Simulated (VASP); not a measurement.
VASP runs on Ag₂O (space group Pn-3m) share one base input (PBEsol GGA, plane waves, VASP's PBE PAW potentials (set 64)) and change the settings named in each case.

**POSCAR**
```
Ag2O
1.0
  4.7224320000   0.0000000000   0.0000000000
  0.0000000000   4.7224320000   0.0000000000
  0.0000000000   0.0000000000   4.7224320000
Ag O
4 2
Direct
  0.7500000000   0.2500000000   0.7500000000
  0.2500000000   0.7500000000   0.7500000000
  0.7500000000   0.7500000000   0.2500000000
  0.2500000000   0.2500000000   0.2500000000
  0.0000000000   0.0000000000   0.0000000000
  0.5000000000   0.5000000000   0.5000000000
```

### KPOINTS
```
Automatic mesh
0
G
4 4 4
0 0 0
```

INCAR:
```
ALGO=Normal
EDIFF=1E-6
ENCUT=400
GGA=PS
ISIF=2
ISMEAR=-1
LASPH=.True.
LCHARG=.False.
LMAXMIX=4
LREAL=.False.
LWAVE=.False.
NELM=100
PREC=Accurate
SIGMA=0.05
SYSTEM=Ag2O
```

POTCAR, in this order: Ag O (PBE.64 set). Program: vasp_std.

```tsv
change	E(σ→0) (eV/atom)	pressure (GPa)	−TS (eV)
base run	-3.9972	-3.16	-0.0042
GGA removed, POTCAR Ag O (LDA.64 set)	-4.4370	?	?
GGA_COMPAT = .FALSE., LNONCOLLINEAR = .TRUE., LSORBIT = .TRUE., MAGMOM = 0.0 0.0 0.0 0.0 0.0 0.0 0.0 0.0 0.0 0.0 0.0 0.0 0.0 0.0 0.0 0.0 0.0 0.0, program vasp_ncl	-4.0150	?	?
KPOINTS 1×1×1 Γ-centred mesh	-3.2710	13.85	-0.2223
```

**Question.** What belongs in the gaps?

**Answer.** 
- GGA_COMPAT = .FALSE., LNONCOLLINEAR = .TRUE., LSORBIT = .TRUE., MAGMOM = 0.0 0.0 0.0 0.0 0.0 0.0 0.0 0.0 0.0 0.0 0.0 0.0 0.0 0.0 0.0 0.0 0.0 0.0, program vasp_ncl, pressure (GPa): -3.25
- GGA_COMPAT = .FALSE., LNONCOLLINEAR = .TRUE., LSORBIT = .TRUE., MAGMOM = 0.0 0.0 0.0 0.0 0.0 0.0 0.0 0.0 0.0 0.0 0.0 0.0 0.0 0.0 0.0 0.0 0.0 0.0, program vasp_ncl, −TS (eV): -0.0028
- GGA removed, POTCAR Ag O (LDA.64 set), pressure (GPa): -6.91
- GGA removed, POTCAR Ag O (LDA.64 set), −TS (eV): -0.0041

Energies of different potentials or functionals have different zeros.  At 400 eV the pressure can carry a Pulay error.

Left out are runs that ran out of time, are held back, or changed the cell or the kind of run, fixed moments of cells without a moment, rows past the twelfth, gaps on odd meshes, pressures of charged cells and columns that move by less than the noise.

The structure is a typed Ag2O crystal (Pn-3m). The cell was not relaxed at this level, its lattice was scaled by up to 2.5 %.
